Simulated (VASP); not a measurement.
An input for Quantum ESPRESSO's pw.x (written as the equivalent of a VASP run, and not itself run):

```
&CONTROL
  calculation = 'scf'
  pseudo_dir = './pseudo'
  outdir = './out'
  tprnfor = .true.
  tstress = .true.
/
&SYSTEM
  ibrav = 0
  nat = 2
  ntyp = 2
  ecutwfc = 82
  occupations = 'smearing'
  smearing = 'gaussian'
  degauss = 0.003675
  input_dft = 'pbe'
/
&ELECTRONS
  conv_thr = 7.3e-05
  electron_maxstep = 100
/
ATOMIC_SPECIES
  Sn 118.710 Sn.upf
  C 12.011 C.upf
CELL_PARAMETERS angstrom
     3.0793470    0.0000000    0.0000000
     0.0000000    3.0793470    0.0000000
     0.0000000    0.0000000    3.0793470
ATOMIC_POSITIONS crystal
  Sn   0.0000000  0.0000000  0.0000000
  C    0.5000000  0.5000000  0.5000000
K_POINTS automatic
  8 8 8 0 0 0
```

**Question.** Write the VASP files for the same calculation (PBE).

**Answer.** One answer among several that fit: 
**KPOINTS**
```
Automatic mesh
0
Gamma
8 8 8
0 0 0
```

**INCAR**
```
GGA = PE
PREC = Accurate
ISMEAR = 0
LASPH = T
ALGO = Normal   ! blocked Davidson
ISIF = 2
ENCUT = 520   ! plane-wave cut-off (eV)
EDIFF = 1E-3   ! SCF stop (eV)
LREAL = F   ! projection in real space or not
SIGMA = 0.05
LWAVE = F
SYSTEM = SnC
NELM = 100   ! most electronic steps
LMAXMIX = 4
LCHARG = F
```

**POSCAR**
```
SnC
1
    3.0793470000     0.0000000000     0.0000000000
    0.0000000000     3.0793470000     0.0000000000
    0.0000000000     0.0000000000     3.0793470000
Sn C
1 1
Direct
  0.0000000000   0.0000000000   0.0000000000
  0.5000000000   0.5000000000   0.5000000000
```

POTCAR, in this order: Sn_d C (PBE.64 set). Program: vasp_std.

Limits of the translation: the potentials are each code's own (VASP's PAW set, PseudoDojo norm-conserving files in pw.x), so ENCUT and ecutwfc are chosen apart and not converted; conv_thr bounds pw.x's estimated SCF error, while EDIFF bounds the energy change between steps.

The structure was generated: SnC was put into the CsCl type (Pm-3m), which need not be its known phase. The cell was not relaxed at this level. The run is one of a series of settings (EDIFF = 1E-3 against the base run), some of them coarse on purpose.
